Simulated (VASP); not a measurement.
All values below come from PBEsol GGA, VASP's PBE PAW potentials (set 64) (plane waves; VASP).

VASP input:

INCAR:
```
ALGO = Normal
EDIFF = 1E-7
ENCUT = 400
GGA = PS
ICHARG = 11
ISMEAR = 0
LASPH = .True.
LCHARG = .False.
LMAXMIX = 4
LORBIT = 11
LREAL = .False.
LWAVE = .False.
NELM = 100
PREC = Accurate
SIGMA = 0.05
SYSTEM = InSe
```

POSCAR:
```
InSe
1
    2.0036534402     1.1568100662     8.4486257106
   -2.0036534402     1.1568100662     8.4486257106
    0.0000000000    -2.3136201325     8.4486257106
In Se
2 2
Direct
  0.1108259957   0.1108259957   0.1108259957
  0.0013641553   0.0013641553   0.0013641553
  0.6175168549   0.6175168549   0.6175168549
  0.8279929941   0.8279929941   0.8279929941
```

File KPOINTS:
```
k-points along high-symmetry lines
12
Line-mode
Reciprocal
  0.000000   0.000000   0.000000 ! GAMMA
 -0.500000  -0.500000  -0.500000 ! T

 -0.500000  -0.500000  -0.500000 ! T
 -0.500000  -0.178943  -0.821057 ! H_2

 -0.178943   0.178943  -0.500000 ! H_0
  0.000000   0.000000  -0.500000 ! L

  0.000000   0.000000  -0.500000 ! L
  0.000000   0.000000   0.000000 ! GAMMA

  0.000000   0.000000   0.000000 ! GAMMA
  0.000000   0.339472  -0.339472 ! S_0

 -0.339471   0.000000  -0.660529 ! S_2
 -0.500000   0.000000  -0.500000 ! F

 -0.500000   0.000000  -0.500000 ! F
  0.000000   0.000000   0.000000 ! GAMMA
```

POTCAR, in this order: In_d Se (PBE.64 set). Program: vasp_std. Read from the step before: CHGCAR.

What VASP printed:

**OSZICAR**
```
       N       E                     dE             d eps       ncg     rms          rms(c)
DAV:   1     0.306003706849E+03    0.30600E+03   -0.15418E+04  3864   0.152E+03
DAV:   2     0.208932071920E+02   -0.28511E+03   -0.28143E+03  4018   0.388E+02
DAV:   3    -0.122440250718E+02   -0.33137E+02   -0.32083E+02  4977   0.147E+02
DAV:   4    -0.134716664153E+02   -0.12276E+01   -0.12263E+01  4383   0.319E+01
DAV:   5    -0.135273027849E+02   -0.55636E-01   -0.55632E-01  6536   0.594E+00
DAV:   6    -0.135277950483E+02   -0.49226E-03   -0.49226E-03  4491   0.538E-01
DAV:   7    -0.135278249707E+02   -0.29922E-04   -0.29922E-04  6443   0.130E-01
DAV:   8    -0.135278254798E+02   -0.50913E-06   -0.50912E-06  4683   0.164E-02
DAV:   9    -0.135278255058E+02   -0.25937E-07   -0.26337E-07  4675   0.382E-03
   1 F= -.13527826E+02 E0= -.13527826E+02  d E =-.664966E-09
```

**OUTCAR**
```
 val. band max:        3.8938548088   @ k =  -0.5000  -0.5000  -0.5000

 cond. band min:       4.2752262304   @ k =  -0.5000  -0.5000  -0.5000



 k-point     1 :       0.0000    0.0000    0.0000
  band No.  band energies     occupation
      1     -10.8343      2.00000
      2     -10.6344      2.00000
      3     -10.6344      2.00000
      4     -10.5443      2.00000
      5     -10.5443      2.00000
      6     -10.5357      2.00000
      7     -10.5357      2.00000
      8     -10.3502      2.00000
      9     -10.3502      2.00000
     10     -10.3389      2.00000
     11      -9.6122      2.00000
     12      -9.2134      2.00000
     13      -2.4625      2.00000
     14       0.4750      2.00000
     15       2.3738      2.00000
     16       2.6445      2.00000
     17       2.6445      2.00000
     18       2.7224      2.00000
     19       2.7224      2.00000
     20       5.5369      0.00000
     21       5.9206      0.00000
     22       8.2209      0.00000
     23       8.2209      0.00000

 k-point     2 :      -0.0455   -0.0455   -0.0455
  band No.  band energies     occupation
      1     -10.8343      2.00000
      2     -10.6344      2.00000
      3     -10.6344      2.00000
      4     -10.5443      2.00000
      5     -10.5443      2.00000
      6     -10.5357      2.00000
      7     -10.5357      2.00000
      8     -10.3502      2.00000
      9     -10.3502      2.00000
     10     -10.3391      2.00000
     11      -9.6103      2.00000
     12      -9.2154      2.00000
     13      -2.4571      2.00000
     14       0.4530      2.00000
     15       2.4005      2.00000
     16       2.6416      2.00000
     17       2.6416      2.00000
     18       2.7255      2.00000
     19       2.7255      2.00000
     20       5.5170      0.00000
     21       5.9255      0.00000
     22       8.2191      0.00000
     23       8.2192      0.00000

 k-point     3 :      -0.0909   -0.0909   -0.0909
  band No.  band energies     occupation
...
```

The density is held fixed in this step, so its total energy and stress have no physical meaning. Without a dispersion term in the relaxation, distances and binding between the weakly bound layers, chains or molecules are unreliable, and so is what depends on them. Unless said otherwise, spin-orbit coupling is left out, though it shifts the bands of the heavy elements here.

The structure comes from a computed database's InSe entry (R3m); how it stands against other phases isn't given here. It was relaxed first.
